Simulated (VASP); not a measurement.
Input for VASP

**INCAR**
```
SYSTEM = Al3Sc
PREC = Accurate; ENCUT = 520; LREAL = .FALSE.
LASPH = .TRUE.
EDIFF = 1E-7; NELM = 100; ALGO = Normal
LMAXMIX = 4; LMIXTAU = .TRUE.
ISMEAR = 1; SIGMA = 0.1
METAGGA = R2SCAN; LUSE_VDW = .TRUE.; BPARAM = 11.95
CPARAM = 0.0093
ISIF = 2
LWAVE = .FALSE.; LCHARG = .FALSE.
```

### POSCAR
```
Al3Sc
3.9959260
  1.0000000222   0.0000000000   0.0000000000
  0.0000000000   1.0000000222   0.0000000000
  0.0000000000   0.0000000000   1.0000000222
Sc Al
1 3
Direct
  0.0000000000   0.0000000000   0.0000000000
  0.0000000000   0.5000000000   0.5000000000
  0.5000000000   0.0000000000   0.5000000000
  0.5000000000   0.5000000000   0.0000000000
```

File KPOINTS:
```
Automatic mesh
0
Gamma
8 8 8
0 0 0
```

POTCAR, in this order: Sc_sv Al (PBE.64 set). Program: vasp_std.

Task: Write an equivalent input for Ansatz.

Result: One equivalent input (not run):
Ansatz 0.2 input:
```yaml
crystal:
  lattice:
    - [3.9959261, 0.0000000, 0.0000000]
    - [0.0000000, 3.9959261, 0.0000000]
    - [0.0000000, 0.0000000, 3.9959261]
  atoms:
    - { symbol: Sc, position: [0.0000000, 0.0000000, 0.0000000] }
    - { symbol: Al, position: [0.0000000, 0.5000000, 0.5000000] }
    - { symbol: Al, position: [0.5000000, 0.0000000, 0.5000000] }
    - { symbol: Al, position: [0.5000000, 0.5000000, 0.0000000] }
kpoints:
  mp_grid: { grid: [8, 8, 8] }
hamiltonian:
  xc: r2scan
  dispersion: rvv10
  pseudopotentials: { kind: paw }
scf:
  occupations: { method: methfessel_paxton, width: 0.1 }
  max_iter: 100
output: { forces: true, stress: true, eigenvalues: true }
```
What does not carry over: each code has its own PAW files, so the cut-off isn't converted (ENCUT is set for VASP's; basis.ecutwfc is left out, and Ansatz then takes the one that its files recommend); Ansatz stops its SCF on the density residual and VASP on the energy change (EDIFF).

The compound is Al3Sc in the L1_2 structure. This cell is one point of a volume scan, at 0.94 of the reference volume.
